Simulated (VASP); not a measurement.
A VASP calculation is set up with these files.

**POSCAR**
```
Hf2Si
1
    4.5967850000     0.0000000000     0.0000000000
   -2.2983920000     3.9809320000     0.0000000000
    0.0000000000     0.0000000000     5.6323240000
Si Hf
2 4
Direct
  0.3304260000   0.6732630000   0.2638710000
  0.6551320000   0.3146350000   0.7491300000
  0.0003630000  -0.0077950000  -0.0027520000
  0.0144340000   0.0060670000   0.4951600000
  0.3431430000   0.6811410000   0.7473840000
  0.6565030000   0.3326890000   0.2472080000
```

KPOINTS:
```
Automatic mesh
0
Gamma
3 3 2
0 0 0
```

### INCAR
```
SYSTEM = Hf2Si
PREC = Accurate; ENCUT = 300; LREAL = .FALSE.
LASPH = .TRUE.
EDIFF = 1E-6; NELM = 100; ALGO = Normal
LMAXMIX = 6
ISMEAR = 0; SIGMA = 0.05
GGA = PE; GGA_COMPAT = .FALSE.
MAGMOM = 0.0 0.0 0.0 0.0 0.0 0.0 0.0 0.0 0.0 0.0 0.0 0.0 0.0 0.0 0.0 0.0 0.0 0.0
LSORBIT = .TRUE.; LNONCOLLINEAR = .TRUE.
ISIF = 2
LWAVE = .FALSE.; LCHARG = .FALSE.; LORBIT = 11
```

POTCAR, in this order: Si Hf_pv (PBE.64 set). Program: vasp_ncl.

Q: Write an equivalent input for Ansatz.

A: One equivalent input (not run):
Ansatz 0.2 input:
```yaml
crystal:
  lattice:
    - [4.5967850, 0.0000000, 0.0000000]
    - [-2.2983920, 3.9809320, 0.0000000]
    - [0.0000000, 0.0000000, 5.6323240]
  atoms:
    - { symbol: Si, position: [0.3304260, 0.6732630, 0.2638710] }
    - { symbol: Si, position: [0.6551320, 0.3146350, 0.7491300] }
    - { symbol: Hf, position: [0.0003630, -0.0077950, -0.0027520] }
    - { symbol: Hf, position: [0.0144340, 0.0060670, 0.4951600] }
    - { symbol: Hf, position: [0.3431430, 0.6811410, 0.7473840] }
    - { symbol: Hf, position: [0.6565030, 0.3326890, 0.2472080] }
kpoints:
  mp_grid: { grid: [3, 3, 2] }
hamiltonian:
  xc: pbe
  pseudopotentials: { kind: paw }
magnetization: { noncollinear: true, spin_orbit: true }
scf:
  occupations: { method: gaussian, width: 0.05 }
  max_iter: 100
output: { forces: true, stress: true, eigenvalues: true }
```
The two are equivalent in intent, not identical: each code has its own PAW files, so the cut-off isn't converted (ENCUT is set for VASP's; basis.ecutwfc is left out, and Ansatz then takes the one that its files recommend); Ansatz stops its SCF on the density residual and VASP on the energy change (EDIFF).

The structure was generated: Hf2Si was put into an ordered model structure, which need not be its known phase. The cell was not relaxed at this level, atoms are displaced from their ideal sites. The k-mesh is coarse (spacing up to 0.56 per Å, 2π included), so the numbers may not be converged in it. The run is one of a series of settings (GGA_COMPAT = .FALSE., LNONCOLLINEAR = .TRUE., LSORBIT = .TRUE., MAGMOM = 0.0 0.0 0.0 0.0 0.0 0.0 0.0 0.0 0.0 0.0 0.0 0.0 0.0 0.0 0.0 0.0 0.0 0.0, program vasp_ncl against the base run), some of them coarse on purpose.
